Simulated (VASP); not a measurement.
An input for Ansatz (written as the equivalent of a VASP run, and not itself run):

Ansatz 0.2 input:
```yaml
crystal:
  lattice:
    - [1.6000696, -2.7714016, 0.0000000]
    - [1.6000696, 2.7714016, 0.0000000]
    - [0.0000000, 0.0000000, 5.2540598]
  atoms:
    - { symbol: Si, position: [0.6666670, 0.3333330, 0.4996385] }
    - { symbol: Si, position: [0.3333330, 0.6666670, 0.9996385] }
    - { symbol: C, position: [0.6666670, 0.3333330, 0.8753615] }
    - { symbol: C, position: [0.3333330, 0.6666670, 0.3753615] }
kpoints:
  mp_grid: { grid: [8, 8, 4] }
hamiltonian:
  xc: pbesol
  pseudopotentials: { kind: paw }
scf:
  occupations: { method: gaussian, width: 0.05 }
  max_iter: 100
output: { forces: true, stress: true, eigenvalues: true }
```

### Question
Translate this input to VASP (INCAR, KPOINTS, POSCAR, choice of POTCAR).

### Answer
Several could match; the one computed here: 
**KPOINTS**
```
Automatic mesh
0
Gamma
8 8 4
```

**INCAR**
```
# general
SYSTEM=SiC
PREC  =Accurate
ENCUT =600
LREAL =F
LASPH =T

# electronic loop
EDIFF =1E-7   # SCF stop (eV)
NELM  =100   # most electronic steps
ALGO  =Normal   # blocked Davidson

# smearing
ISMEAR=0   # Gaussian
SIGMA =0.05   # width (eV)

# functional
GGA   =PS   # PBEsol

# ions
ISIF  =2

# output
LWAVE =F
LCHARG=F
```

POSCAR:
```
SiC
1
    1.6000695905    -2.7714015736     0.0000000000
    1.6000695905     2.7714015736     0.0000000000
    0.0000000000     0.0000000000     5.2540598325
Si C
2 2
Direct
  0.6666670000   0.3333330000   0.4996384767
  0.3333330000   0.6666670000   0.9996384767
  0.6666670000   0.3333330000   0.8753615233
  0.3333330000   0.6666670000   0.3753615233
```

POTCAR, in this order: Si C (PBE.64 set). Program: vasp_std.

The two are equivalent in intent, not identical: each code has its own PAW files, so the cut-off isn't converted (ENCUT is set for VASP's; basis.ecutwfc is left out, and Ansatz then takes the one that its files recommend); Ansatz stops its SCF on the density residual and VASP on the energy change (EDIFF).

The compound is SiC in the wurtzite structure, the rare 2H polytype. This cell was strained or had an atom moved on purpose.
